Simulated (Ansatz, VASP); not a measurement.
# H5C4SN2Cl (H5C4SN2Cl (Cmcm)): VASP beside Ansatz

Wanted: the spread between two codes on one cell, functional and k mesh. The structure shown is the start of the Ansatz relaxation below; VASP solves that cell, so the two are compared at the walk's first step.

Calculated with Ansatz 0.2.0; plane waves, with VASP 6.6.1 beside it; single point at LDA.

### Step 1. The structure

The cell holds 104 atoms: 40 H, 32 C, 8 S, 16 N and 8 Cl. Cell: a = 8.017 Å, b = 12.911 Å, c = 13.085 Å, α = 90.0°, β = 90.0°, γ = 90.0°. It derives from H5C4SN2Cl (Cmcm), repeated 1×1×2. As first built, before any earlier steps moved the atoms (in the runner's words): H5C4SN2Cl, space group Cmcm, measured structure (Crystallography Open Database), 1 x 1 x 2 conventional cells; positions as measured; bonds to H set to neutron lengths (C-H 1.089, N-H 1.015, O-H 0.983, B-H 1.19 A) where the measured ones are shorter.

### Step 2. Ansatz: relaxation, LDA

Ansatz runs on its default PAW (the set named soft_2) files.

The two programs are compared at the cell with which this relaxation starts, whose forces are those of its first step.

Contents of input.yaml:

```yaml
crystal:
  lattice:
    - [8.0166, 0.0, 0.0]
    - [0.0, 12.9113, 0.0]
    - [0.0, 0.0, 13.0846]
  atoms:
    - { symbol: H, position: [0.75321, 0.26172, 0.375] }
    - { symbol: H, position: [0.24679, 0.73828, 0.125] }
    - { symbol: H, position: [0.24679, 0.26172, 0.375] }
    - { symbol: H, position: [0.75321, 0.73828, 0.125] }
    - { symbol: H, position: [0.25321, 0.76172, 0.375] }
    - { symbol: H, position: [0.74679, 0.23828, 0.125] }
    - { symbol: H, position: [0.74679, 0.76172, 0.375] }
    - { symbol: H, position: [0.25321, 0.23828, 0.125] }
    - { symbol: H, position: [0.5, 0.98226, 0.375] }
    - { symbol: H, position: [0.5, 0.01774, 0.125] }
    - { symbol: H, position: [0.0, 0.48226, 0.375] }
    - { symbol: H, position: [0.0, 0.51774, 0.125] }
    - { symbol: H, position: [0.783, 0.093, 0.375] }
    - { symbol: H, position: [0.217, 0.907, 0.125] }
    - { symbol: H, position: [0.217, 0.093, 0.375] }
    - { symbol: H, position: [0.783, 0.907, 0.125] }
    - { symbol: H, position: [0.283, 0.593, 0.375] }
    - { symbol: H, position: [0.717, 0.407, 0.125] }
    - { symbol: H, position: [0.717, 0.593, 0.375] }
    - { symbol: H, position: [0.283, 0.407, 0.125] }
    - { symbol: C, position: [0.5, 0.2829, 0.375] }
    - { symbol: C, position: [0.5, 0.7171, 0.125] }
    - { symbol: C, position: [0.0, 0.7829, 0.375] }
    - { symbol: C, position: [0.0, 0.2171, 0.125] }
    - { symbol: C, position: [0.5, 0.0666, 0.375] }
    - { symbol: C, position: [0.5, 0.9334, 0.125] }
    - { symbol: C, position: [0.0, 0.5666, 0.375] }
    - { symbol: C, position: [0.0, 0.4334, 0.125] }
    - { symbol: C, position: [0.6462, 0.122, 0.375] }
    - { symbol: C, position: [0.3538, 0.878, 0.125] }
    - { symbol: C, position: [0.3538, 0.122, 0.375] }
    - { symbol: C, position: [0.6462, 0.878, 0.125] }
    - { symbol: C, position: [0.1462, 0.622, 0.375] }
    - { symbol: C, position: [0.8538, 0.378, 0.125] }
    - { symbol: C, position: [0.8538, 0.622, 0.375] }
    - { symbol: C, position: [0.1462, 0.378, 0.125] }
    - { symbol: S, position: [0.5, 0.40962, 0.375] }
    - { symbol: S, position: [0.5, 0.59038, 0.125] }
    - { symbol: S, position: [0.0, 0.90962, 0.375] }
    - { symbol: S, position: [0.0, 0.09038, 0.125] }
    - { symbol: "N", position: [0.6416, 0.2246, 0.375] }
    - { symbol: "N", position: [0.3584, 0.7754, 0.125] }
    - { symbol: "N", position: [0.3584, 0.2246, 0.375] }
    - { symbol: "N", position: [0.6416, 0.7754, 0.125] }
    - { symbol: "N", position: [0.1416, 0.7246, 0.375] }
    - { symbol: "N", position: [0.8584, 0.2754, 0.125] }
    - { symbol: "N", position: [0.8584, 0.7246, 0.375] }
    - { symbol: "N", position: [0.1416, 0.2754, 0.125] }
    - { symbol: Cl, position: [0.5, 0.20574, 0.125] }
    - { symbol: Cl, position: [0.5, 0.79426, 0.375] }
    - { symbol: Cl, position: [0.0, 0.70574, 0.125] }
    - { symbol: Cl, position: [0.0, 0.29426, 0.375] }
    - { symbol: H, position: [0.75321, 0.26172, 0.875] }
    - { symbol: H, position: [0.24679, 0.73828, 0.625] }
    - { symbol: H, position: [0.24679, 0.26172, 0.875] }
    - { symbol: H, position: [0.75321, 0.73828, 0.625] }
    - { symbol: H, position: [0.25321, 0.76172, 0.875] }
    - { symbol: H, position: [0.74679, 0.23828, 0.625] }
    - { symbol: H, position: [0.74679, 0.76172, 0.875] }
    - { symbol: H, position: [0.25321, 0.23828, 0.625] }
    - { symbol: H, position: [0.5, 0.98226, 0.875] }
    - { symbol: H, position: [0.5, 0.01774, 0.625] }
    - { symbol: H, position: [0.0, 0.48226, 0.875] }
    - { symbol: H, position: [0.0, 0.51774, 0.625] }
    - { symbol: H, position: [0.783, 0.093, 0.875] }
    - { symbol: H, position: [0.217, 0.907, 0.625] }
    - { symbol: H, position: [0.217, 0.093, 0.875] }
    - { symbol: H, position: [0.783, 0.907, 0.625] }
    - { symbol: H, position: [0.283, 0.593, 0.875] }
    - { symbol: H, position: [0.717, 0.407, 0.625] }
    - { symbol: H, position: [0.717, 0.593, 0.875] }
    - { symbol: H, position: [0.283, 0.407, 0.625] }
    - { symbol: C, position: [0.5, 0.2829, 0.875] }
    - { symbol: C, position: [0.5, 0.7171, 0.625] }
    - { symbol: C, position: [0.0, 0.7829, 0.875] }
    - { symbol: C, position: [0.0, 0.2171, 0.625] }
    - { symbol: C, position: [0.5, 0.0666, 0.875] }
    - { symbol: C, position: [0.5, 0.9334, 0.625] }
    - { symbol: C, position: [0.0, 0.5666, 0.875] }
    - { symbol: C, position: [0.0, 0.4334, 0.625] }
    - { symbol: C, position: [0.6462, 0.122, 0.875] }
    - { symbol: C, position: [0.3538, 0.878, 0.625] }
    - { symbol: C, position: [0.3538, 0.122, 0.875] }
    - { symbol: C, position: [0.6462, 0.878, 0.625] }
    - { symbol: C, position: [0.1462, 0.622, 0.875] }
    - { symbol: C, position: [0.8538, 0.378, 0.625] }
    - { symbol: C, position: [0.8538, 0.622, 0.875] }
    - { symbol: C, position: [0.1462, 0.378, 0.625] }
    - { symbol: S, position: [0.5, 0.40962, 0.875] }
    - { symbol: S, position: [0.5, 0.59038, 0.625] }
    - { symbol: S, position: [0.0, 0.90962, 0.875] }
    - { symbol: S, position: [0.0, 0.09038, 0.625] }
    - { symbol: "N", position: [0.6416, 0.2246, 0.875] }
    - { symbol: "N", position: [0.3584, 0.7754, 0.625] }
    - { symbol: "N", position: [0.3584, 0.2246, 0.875] }
    - { symbol: "N", position: [0.6416, 0.7754, 0.625] }
    - { symbol: "N", position: [0.1416, 0.7246, 0.875] }
    - { symbol: "N", position: [0.8584, 0.2754, 0.625] }
    - { symbol: "N", position: [0.8584, 0.7246, 0.875] }
    - { symbol: "N", position: [0.1416, 0.2754, 0.625] }
    - { symbol: Cl, position: [0.5, 0.20574, 0.625] }
    - { symbol: Cl, position: [0.5, 0.79426, 0.875] }
    - { symbol: Cl, position: [0.0, 0.70574, 0.625] }
    - { symbol: Cl, position: [0.0, 0.29426, 0.875] }
kpoints:
  mp_grid: { grid: [1, 1, 1] }
hamiltonian:
  xc: lda
scf:
  occupations: { method: gaussian, width: 0.025 }
output:
  forces: true
relax:
  f_tol: 0.05
  max_steps: 150
  cell: {}
```

Started as:

```console
> ansatz run input.yaml --threads 4 --pin off --max-ram 8192MiB --backend cpu --events-out ev --progress --plain --runs-dir out
```

Numbers of over 12 decimals in the logs are rounded to 6 here.

The log of the run:

```text
Engine: ansatz 0.2.0, x86_64-unknown-linux-gnu
Pseudopotentials: kind: paw
Pseudopotential: H, paw, valence charge 1, recommended cutoff 420 eV (normal), H.paw.azcp
Pseudopotential: C, paw, valence charge 4, recommended cutoff 420 eV (normal), C.paw.azcp
Pseudopotential: S, paw, valence charge 6, recommended cutoff 420 eV (normal), S.paw.azcp
Pseudopotential: N, paw, valence charge 5, recommended cutoff 420 eV (normal), N.paw.azcp
Pseudopotential: Cl, paw, valence charge 7, recommended cutoff 420 eV (normal), Cl.paw.azcp
Functional definition: SPW92
  exchange = slater_x
  correlation = pw_c
Crystal: 104 atoms, lattice volume = 1354.318 Å³
Basis set: ecut = 420 eV, 26555 PW (Γ)
Bands: 280, of which v1, the nominal top of the filled ones, is band 176 counted from 1 (175 counted from 0)
Symmetry: 32 space group operations
Space group: Cmcm (ITA 63), of the structure as read, at distance tolerance 1.1e-4 Å
k-points: 1
Non-local potential: H, projectors of the file, l = 0: 2, l = 1: 1
Non-local potential: C, projectors of the file, l = 0: 2, l = 1: 2, l = 2: 1
Non-local potential: S, projectors of the file, l = 0: 2, l = 1: 2, l = 2: 2
Non-local potential: N, projectors of the file, l = 0: 2, l = 1: 2, l = 2: 1
Non-local potential: Cl, projectors of the file, l = 0: 2, l = 1: 2, l = 2: 2
PAW form: soft (Blöchl's): semilocal exchange-correlation on the pseudo side does not see the compensation charge
PAW frozen core: C, regenerated for the run's functional, and the local potential with it (the file was generated under x = pbe(κ = 0.804, μ = 0.219515), c = pbe(β = 0.066725))
PAW frozen core: S, regenerated for the run's functional, and the local potential with it (the file was generated under x = pbe(κ = 0.804, μ = 0.219515), c = pbe(β = 0.066725))
PAW frozen core: N, regenerated for the run's functional, and the local potential with it (the file was generated under x = pbe(κ = 0.804, μ = 0.219515), c = pbe(β = 0.066725))
PAW frozen core: Cl, regenerated for the run's functional, and the local potential with it (the file was generated under x = pbe(κ = 0.804, μ = 0.219515), c = pbe(β = 0.066725))
PAW one-centre angular grid: H, 110 points (default); XC on 64 Gauss nodes
PAW one-centre angular grid: C, 110 points (default); XC on 64 Gauss nodes
PAW one-centre angular grid: S, 110 points (default); XC on 64 Gauss nodes
PAW one-centre angular grid: N, 110 points (default); XC on 64 Gauss nodes
PAW one-centre angular grid: Cl, 110 points (default); XC on 64 Gauss nodes
Initial density: superposition of atomic densities (neutral atoms: chi_scale 0, normalization atom), corrected by the library's trained network
Initial wavefunctions: pseudopotential atomic-orbital guess
Functional: x = slater, c = lda
SCF iter   1: F=—  HF=-29699.836382 eV  |F-HF|=—  |Δ(HF+E_count)|=         —  Δρ=9.64e-3  dr2=2.07e0  ethr=1.77e-3  ⟨swp⟩=6.0  Hψ=1276  notcnv=0  defer=37
preconditioner: auto → Resta (q_TF=auto, 2.180 Å⁻¹)  ε∞=2.8  [insulator: Δε(μ)=2.287 eV  Ē_g=13.911 eV  σ=0.025 eV  W_gap=1.00  n_scr=240 (ndim 8)  ℏωp=18.5 eV  f_vac=0.138  D(μ)=0.00/eV (n_scr^D=0)  ε∞_Penn≈2.8]
SCF iter   2: F=—  HF=-29699.284498 eV  |F-HF|=—  |Δ(HF+E_count)|=   5.52e-1  Δρ=5.21e-3  dr2=2.91e-1  ethr=5.89e-4  ⟨swp⟩=3.0  Hψ=493  notcnv=0  defer=96
SCF iter   3: F=—  HF=-29699.207111 eV  |F-HF|=—  |Δ(HF+E_count)|=   7.74e-2  Δρ=2.06e-3  dr2=8.04e-2  ethr=8.26e-5  ⟨swp⟩=2.0  Hψ=312  notcnv=0  defer=96
SCF iter   4: F=—  HF=-29699.187897 eV  |F-HF|=—  |Δ(HF+E_count)|=   1.92e-2  Δρ=7.68e-4  dr2=9.17e-3  ethr=2.29e-5  ⟨swp⟩=2.0  Hψ=360  notcnv=0  defer=96
SCF iter   5: F=—  HF=-29699.186977 eV  |F-HF|=—  |Δ(HF+E_count)|=   9.20e-4  Δρ=2.19e-4  dr2=6.01e-4  ethr=2.60e-6  ⟨swp⟩=2.0  Hψ=347  notcnv=0  defer=96
SCF iter   6: F=—  HF=-29699.187347 eV  |F-HF|=—  |Δ(HF+E_count)|=   3.70e-4  Δρ=6.02e-5  dr2=5.63e-5  ethr=1.71e-7  ⟨swp⟩=2.0  Hψ=288  notcnv=0  defer=96
SCF iter   7: F=—  HF=-29699.188071 eV  |F-HF|=—  |Δ(HF+E_count)|=   7.24e-4  Δρ=2.97e-5  dr2=1.26e-5  ethr=1.60e-8  ⟨swp⟩=2.0  Hψ=360  notcnv=0  defer=96
SCF iter   8: F=—  HF=-29699.188071 eV  |F-HF|=—  |Δ(HF+E_count)|=   2.50e-7  Δρ=5.79e-6  dr2=4.81e-7  ethr=3.59e-9  ⟨swp⟩=2.0  Hψ=355  notcnv=0  defer=96
SCF iter   9: F=-29699.188072 eV  HF=-29699.188072 eV  |F-HF|=2.97e-8  |Δ(HF+E_count)|=   4.23e-7  Δρ=2.11e-6  dr2=8.29e-8  ethr=2.84e-11  ⟨swp⟩=4.0  Hψ=796  notcnv=0
SCF 1 converged in 9 iterations: F = -29699.188072 eV  dr2 = 8.29e-8
  greatest PAW one-centre occupation: 0.893 electrons in one spin orbital (limit 2), on the Cl atom at site 103 (counted from 0), in its partial waves of l = 0
relax step   1: F+E_penalty+E_count = -29699.18807160 eV  Δ(F+E_penalty+E_count) = +0.000e0 eV  max|allowed force component| = 1.729e0 eV/Å  Δτ_max = 0.0000 Å  P = -0.282 GPa  Ω = 1354.318 Å³  (9 SCF iters, dr2 threshold 1.00e-7 eV, accepted)
[...]
--- Relaxed structure (9 steps of the walk, 9 accepted, 2 SCFs on fresh bases) ---
  F+E_penalty+E_count = -29701.66150242 eV   max|allowed force component| = 2.205e-2 eV/Å   (the final SCF, on the basis selected at the relaxed cell)
  cell:  # Å, volume = 1249.1291 Å³
    - [7.752243, 0, 0]
    - [0, 13.049469, 0]
    - [0, 0, 12.347730]
  atoms:
    - { symbol: H, position: [0.768501, 0.255715, 0.375000] }
    - { symbol: H, position: [0.231499, 0.744285, 0.125000] }
    - { symbol: H, position: [0.231499, 0.255715, 0.375000] }
    - { symbol: H, position: [0.768501, 0.744285, 0.125000] }
    - { symbol: H, position: [0.268501, 0.755715, 0.375000] }
    - { symbol: H, position: [0.731499, 0.244285, 0.125000] }
    - { symbol: H, position: [0.731499, 0.755715, 0.375000] }
    - { symbol: H, position: [0.268501, 0.244285, 0.125000] }
    - { symbol: H, position: [0.5, 0.975345, 0.375000] }
    - { symbol: H, position: [0.5, 0.024655, 0.125000] }
    - { symbol: H, position: [-1.5709184983976918e-19, 0.475345, 0.375000] }
    - { symbol: H, position: [-1.5709184983976386e-19, 0.524655, 0.125000] }
    - { symbol: H, position: [0.778914, 0.079477, 0.375000] }
    - { symbol: H, position: [0.221086, 0.920523, 0.125000] }
    - { symbol: H, position: [0.221086, 0.079477, 0.375000] }
    - { symbol: H, position: [0.778914, 0.920523, 0.125000] }
    - { symbol: H, position: [0.278914, 0.579477, 0.375000] }
    - { symbol: H, position: [0.721086, 0.420523, 0.125000] }
    - { symbol: H, position: [0.721086, 0.579477, 0.375000] }
    - { symbol: H, position: [0.278914, 0.420523, 0.125000] }
    - { symbol: C, position: [0.5, 0.273677, 0.375000] }
    - { symbol: C, position: [0.5, 0.726323, 0.125000] }
    - { symbol: C, position: [-1.5709184983976297e-19, 0.773677, 0.375000] }
    - { symbol: C, position: [-1.570918498397637e-19, 0.226323, 0.125000] }
    - { symbol: C, position: [0.5, 0.059585, 0.375000] }
    - { symbol: C, position: [0.5, 0.940415, 0.125000] }
    - { symbol: C, position: [-1.5709184983976766e-19, 0.559585, 0.375000] }
    - { symbol: C, position: [-1.570918498397689e-19, 0.440415, 0.125000] }
    - { symbol: C, position: [0.650725, 0.115181, 0.375000] }
    - { symbol: C, position: [0.349275, 0.884819, 0.125000] }
    - { symbol: C, position: [0.349275, 0.115181, 0.375000] }
    - { symbol: C, position: [0.650725, 0.884819, 0.125000] }
    - { symbol: C, position: [0.150725, 0.615181, 0.375000] }
    - { symbol: C, position: [0.849275, 0.384819, 0.125000] }
    - { symbol: C, position: [0.849275, 0.615181, 0.375000] }
    - { symbol: C, position: [0.150725, 0.384819, 0.125000] }
    - { symbol: S, position: [0.5, 0.400529, 0.375000] }
    - { symbol: S, position: [0.5, 0.599471, 0.125000] }
    - { symbol: S, position: [-1.57091849839755e-19, 0.900529, 0.375000] }
    - { symbol: S, position: [-1.5709184983976566e-19, 0.099471, 0.125000] }
    - { symbol: N, position: [0.647528, 0.216691, 0.375000] }
    - { symbol: N, position: [0.352472, 0.783309, 0.125000] }
    - { symbol: N, position: [0.352472, 0.216691, 0.375000] }
    - { symbol: N, position: [0.647528, 0.783309, 0.125000] }
    - { symbol: N, position: [0.147528, 0.716691, 0.375000] }
    - { symbol: N, position: [0.852472, 0.283309, 0.125000] }
    - { symbol: N, position: [0.852472, 0.716691, 0.375000] }
    - { symbol: N, position: [0.147528, 0.283309, 0.125000] }
    - { symbol: Cl, position: [0.5, 0.195274, 0.125000] }
    - { symbol: Cl, position: [0.5, 0.804726, 0.375000] }
    - { symbol: Cl, position: [-1.570918498397661e-19, 0.695274, 0.125000] }
    - { symbol: Cl, position: [-1.5709184983976684e-19, 0.304726, 0.375000] }
    - { symbol: H, position: [0.768501, 0.255715, 0.875000] }
    - { symbol: H, position: [0.231499, 0.744285, 0.625000] }
    - { symbol: H, position: [0.231499, 0.255715, 0.875000] }
    - { symbol: H, position: [0.768501, 0.744285, 0.625000] }
[...]
- { symbol: H, position: [0.778914, 0.079477, 0.875000] }
    - { symbol: H, position: [0.221086, 0.920523, 0.625000] }
    - { symbol: H, position: [0.221086, 0.079477, 0.875000] }
    - { symbol: H, position: [0.778914, 0.920523, 0.625000] }
    - { symbol: H, position: [0.278914, 0.579477, 0.875000] }
    - { symbol: H, position: [0.721086, 0.420523, 0.625000] }
    - { symbol: H, position: [0.721086, 0.579477, 0.875000] }
    - { symbol: H, position: [0.278914, 0.420523, 0.625000] }
    - { symbol: C, position: [0.5, 0.273677, 0.875000] }
    - { symbol: C, position: [0.5, 0.726323, 0.625000] }
    - { symbol: C, position: [-1.5709184983976501e-19, 0.773677, 0.875000] }
    - { symbol: C, position: [-1.5709184983976607e-19, 0.226323, 0.625000] }
    - { symbol: C, position: [0.5, 0.059585, 0.875000] }
    - { symbol: C, position: [0.5, 0.940415, 0.625000] }
    - { symbol: C, position: [-1.570918498397688e-19, 0.559585, 0.875000] }
    - { symbol: C, position: [-1.5709184983976323e-19, 0.440415, 0.625000] }
    - { symbol: C, position: [0.650725, 0.115181, 0.875000] }
    - { symbol: C, position: [0.349275, 0.884819, 0.625000] }
    - { symbol: C, position: [0.349275, 0.115181, 0.875000] }
    - { symbol: C, position: [0.650725, 0.884819, 0.625000] }
    - { symbol: C, position: [0.150725, 0.615181, 0.875000] }
    - { symbol: C, position: [0.849275, 0.384819, 0.625000] }
    - { symbol: C, position: [0.849275, 0.615181, 0.875000] }
    - { symbol: C, position: [0.150725, 0.384819, 0.625000] }
    - { symbol: S, position: [0.5, 0.400529, 0.875000] }
    - { symbol: S, position: [0.5, 0.599471, 0.625000] }
    - { symbol: S, position: [-1.5709184983976314e-19, 0.900529, 0.875000] }
    - { symbol: S, position: [-1.570918498397699e-19, 0.099471, 0.625000] }
    - { symbol: N, position: [0.647528, 0.216691, 0.875000] }
    - { symbol: N, position: [0.352472, 0.783309, 0.625000] }
    - { symbol: N, position: [0.352472, 0.216691, 0.875000] }
    - { symbol: N, position: [0.647528, 0.783309, 0.625000] }
    - { symbol: N, position: [0.147528, 0.716691, 0.875000] }
    - { symbol: N, position: [0.852472, 0.283309, 0.625000] }
    - { symbol: N, position: [0.852472, 0.716691, 0.875000] }
    - { symbol: N, position: [0.147528, 0.283309, 0.625000] }
    - { symbol: Cl, position: [0.5, 0.195274, 0.625000] }
    - { symbol: Cl, position: [0.5, 0.804726, 0.875000] }
    - { symbol: Cl, position: [-1.5709184983976646e-19, 0.695274, 0.625000] }
    - { symbol: Cl, position: [-1.5709184983976684e-19, 0.304726, 0.875000] }
```

(Continued in part 2 of 2.)

[Lines on the potential files, build, host, timing and source positions are cut from VASP's logs without a mark.]

[Logs are printed without paths, hosts, clocks, repeated set-up lines and the standing remarks that a program may print on its own settings, such as how far it seeks lower states.]

[Hosts, paths, dates, database ids (printed as entryN), source tags and the programs' standing remarks are cut or masked in the printed files.]
